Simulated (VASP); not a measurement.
Consider the following.

```xyz
2
Lattice="3.0304 0.0000 0.0000 -1.5152 2.6244 0.0000 0.0000 0.0000 5.9168" Properties=species:S:1:pos:R:3 pbc="T T T"
Ce     0.0000     0.0000     2.9584
Mg     1.5152     0.8748     0.0000
```

Computed with PBEsol GGA, VASP's PBE PAW potentials (set 64) (plane waves; VASP 6.6.1). Numerical set-up: 400 eV cut-off, 15×15×7 Γ-centred mesh, tetrahedra with Blöchl corrections, potentials Ce Mg.

### Question
The job: CeMg (space group P-6m2), 2 atoms, PBEsol, static run, 400 eV, 15×15×7 Γ-centred mesh. Roughly how much core time does it take on a busy server core?

### Answer
About 30 core-seconds (one run on a shared machine, a rough figure). It had 108 irreducible k-points, 11 bands, up to 885 plane waves and 19 electronic steps.

The structure comes from a computed database's CeMg entry (P-6m2); how it stands against other phases isn't given here. It was relaxed first.
